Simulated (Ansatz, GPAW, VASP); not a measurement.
One structure in several programs: MgCu4Sn (F-43m, 6 atoms in the cell)

Self-consistent single point, at a second geometry (lattice scaled by 0.98). First geometry:

```
MgCu4Sn
1.0
    0.00000     3.45038     3.45038
    3.45038     0.00000     3.45038
    3.45038     3.45038     0.00000
Mg Cu Sn
1 4 1
Direct
  0.75000   0.75000   0.75000
  0.87350   0.37550   0.37550
  0.37550   0.37550   0.87350
  0.37550   0.87350   0.37550
  0.37550   0.37550   0.37550
  0.00000   0.00000   0.00000
```

Shared settings, as Ansatz (a first-principles code) writes them: kpoints.mp_grid.grid = 9 9 9; scf.occupations.method = fermi_dirac; scf.occupations.width = 0.1 eV. Potentials and cutoffs stand in the table.

```
code                                                    model  ΔF from the first geometry (meV/atom)  pressure (GPa)  largest force (eV/Å)   cutoff
------  -----------------------------------------------------  -------------------------------------  --------------  --------------------  -------
VASP               PBEsol, VASP's PBE PAW potentials (set 64)                                   42.3           11.23                 0.046   300 eV
Ansatz                        PBEsol, PAW files made with PBE                                   39.8           12.80                 0.053  default
GPAW    PBEsol, GPAW PAW datasets PBEsol (made by gpaw-setup)                                   45.7           13.73                 0.052   850 eV
```

For VASP (by 2.0 GPa) the energy change implies a higher mean pressure, against the two pressures, than for the other programs: a sign of finite-basis (Pulay) stress.

On Ansatz's run: spin polarisation is off.

The spread over the programs that give each value: ΔF from the first geometry within 5.9 meV/atom; pressure within 2.50 GPa; largest force within 0.007 eV/Å.

Ansatz's pressure is given at a fixed set of plane waves, as the other plane-wave codes print theirs; with its correction for the finite basis it is 12.87 GPa. In the pressure, VASP (by 1.57) lies more than 1 GPa from the median of the plane-wave programs.

VASP's run is marked for a possible Pulay error in its stress at this cutoff; no cutoff test was made.

The starting cell comes from a database of computed structures (which also holds hypothetical and non-ambient phases and stackings), without a prior relaxation at this level. Its lattice was rescaled by a random factor within 2.5 % of one. For this run, on top of that: lattice scaled by 0.98.

Left out of this page: Quantum ESPRESSO, FLEUR and SIESTA (not drawn, or without a comparable value); ABINIT (with a known weakness of the program).

Keys are those of Ansatz 0.2.
